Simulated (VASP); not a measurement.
Method: LDA (Ceperley-Alder, Perdew-Zunger), VASP's LDA PAW potentials (set 64) (plane waves; VASP).

Input for VASP

### KPOINTS
```
kpoints
0
Gamma
  5 5 2
0 0 0
```

**INCAR**
```
ALGO = Normal
EDIFF = 1E-6
ENCUT = 400
ISIF = 2
ISMEAR = -1
LASPH = .True.
LCHARG = .False.
LMAXMIX = 6
LREAL = .False.
LWAVE = .False.
NELM = 100
PREC = Accurate
SIGMA = 0.1
SYSTEM = Re3B
```

File POSCAR:
```
Re3B
1.0
  1.4450000000  -4.6565000000   0.0000000000
  1.4450000000   4.6565000000   0.0000000000
  0.0000000000   0.0000000000   7.2580000000
B Re
2 6
direct
  0.2560000000   0.7440000000   0.2500000000
  0.7440000000   0.2560000000   0.7500000000
  0.5738000000   0.4262000000   0.2500000000
  0.4262000000   0.5738000000   0.7500000000
  0.8655000000   0.1345000000   0.0620000000
  0.1345000000   0.8655000000   0.5620000000
  0.1345000000   0.8655000000   0.9380000000
  0.8655000000   0.1345000000   0.4380000000
```

POTCAR, in this order: B Re (LDA.64 set). Program: vasp_std.

The run wrote:

File OSZICAR:
```
       N       E                     dE             d eps       ncg     rms          rms(c)
DAV:   1     0.436244669199E+03    0.43624E+03   -0.16442E+04  1372   0.143E+03
DAV:   2    -0.391934129788E+02   -0.47544E+03   -0.45525E+03  1546   0.102E+03
DAV:   3    -0.987399019296E+02   -0.59546E+02   -0.56128E+02  1723   0.288E+02
DAV:   4    -0.106312029365E+03   -0.75721E+01   -0.70626E+01  1904   0.890E+01
DAV:   5    -0.107083821134E+03   -0.77179E+00   -0.73554E+00  1864   0.200E+01    0.876E+01
DAV:   6    -0.100107744728E+03    0.69761E+01   -0.31310E+01  1984   0.454E+01    0.306E+01
DAV:   7    -0.994180761585E+02    0.68967E+00   -0.42151E+00  1848   0.206E+01    0.669E+00
DAV:   8    -0.993500867461E+02    0.67989E-01   -0.75076E-01  2000   0.104E+01    0.361E+00
DAV:   9    -0.993235232495E+02    0.26563E-01   -0.14974E-01  1952   0.430E+00    0.114E+00
DAV:  10    -0.993215972429E+02    0.19260E-02   -0.41960E-02  1944   0.132E+00    0.274E-01
DAV:  11    -0.993217448452E+02   -0.14760E-03   -0.11044E-02  1960   0.947E-01    0.242E-01
DAV:  12    -0.993220007071E+02   -0.25586E-03   -0.39984E-03  1872   0.331E-01    0.663E-02
DAV:  13    -0.993221414645E+02   -0.14076E-03   -0.14831E-03  1888   0.110E-01    0.344E-02
DAV:  14    -0.993222078642E+02   -0.66400E-04   -0.68089E-04  1800   0.498E-02    0.136E-02
DAV:  15    -0.993222369839E+02   -0.29120E-04   -0.32170E-04  1280   0.280E-02    0.543E-03
DAV:  16    -0.993222523567E+02   -0.15373E-04   -0.15304E-04  1008   0.163E-02    0.807E-03
DAV:  17    -0.993222601370E+02   -0.77803E-05   -0.77190E-05   960   0.132E-02    0.245E-03
DAV:  18    -0.993222645817E+02   -0.44448E-05   -0.44266E-05   936   0.100E-02    0.462E-03
DAV:  19    -0.993222671104E+02   -0.25287E-05   -0.25181E-05   840   0.937E-03    0.266E-03
DAV:  20    -0.993222686604E+02   -0.15500E-05   -0.15431E-05   816   0.654E-03    0.209E-03
DAV:  21    -0.993222695966E+02   -0.93622E-06   -0.93531E-06   816   0.679E-03
   1 F= -.99322270E+02 E0= -.99264723E+02  d E =-.115093E+00
```

File OUTCAR:
```
------------------------ aborting loop because EDIFF is reached ----------------------------------------
  FORCE on cell =-STRESS in cart. coord.  units (eV):
  Direction    XX          YY          ZZ          XY          YZ          ZX
  --------------------------------------------------------------------------------------
  Total       -2.1964330     -2.7950001     -2.9797450      0.0000000     -0.0000000      0.0000000
  in kB      -36.0291591    -45.8477465    -48.8782064      0.0000000     -0.0000000      0.0000000
  external PRESSURE =     -43.5850373 kB  Pullay stress =       0.0000000 kB
  volume of cell :       97.67
      direct lattice vectors                 reciprocal lattice vectors
     1.445000000 -4.656500000  0.000000000     0.346020761 -0.107376785  0.000000000
     1.445000000  4.656500000  0.000000000     0.346020761  0.107376785  0.000000000
     0.000000000  0.000000000  7.258000000     0.000000000  0.000000000  0.137779002
 POSITION                                       TOTAL-FORCE (eV/Angst)
 -----------------------------------------------------------------------------------
      1.44500      2.27237      1.81450         0.000000      0.288190      0.000000
      1.44500     -2.27237      5.44350         0.000000     -0.288190      0.000000
      1.44500     -0.68730      1.81450         0.000000     -0.370551      0.000000
      1.44500      0.68730      5.44350         0.000000      0.370551      0.000000
      1.44500     -3.40390      0.45000         0.000000     -0.220514      0.197831
      1.44500      3.40390      4.07900         0.000000      0.220514      0.197831
      1.44500      3.40390      6.80800         0.000000      0.220514     -0.197831
      1.44500     -3.40390      3.17900         0.000000     -0.220514     -0.197831
 -----------------------------------------------------------------------------------
    total drift:                                0.000000      0.000000     -0.000000
  FREE ENERGIE OF THE ION-ELECTRON SYSTEM (eV)
  ---------------------------------------------------
  free  energy   TOTEN  =       -99.3222695966 eV

  energy  without entropy=      -99.2071764402  energy(sigma->0) =      -99.26472302
```
(Selected blocks of OUTCAR.)

At this cut-off the stress carries a Pulay error, which pulls relaxed volumes low.

The structure comes from a measured Re3B entry of the Crystallography Open Database, whose conditions weren't checked. The cell was not relaxed at this level. The k-mesh is coarse (spacing up to 0.46 per Å, 2π included), so the numbers may not be converged in it.
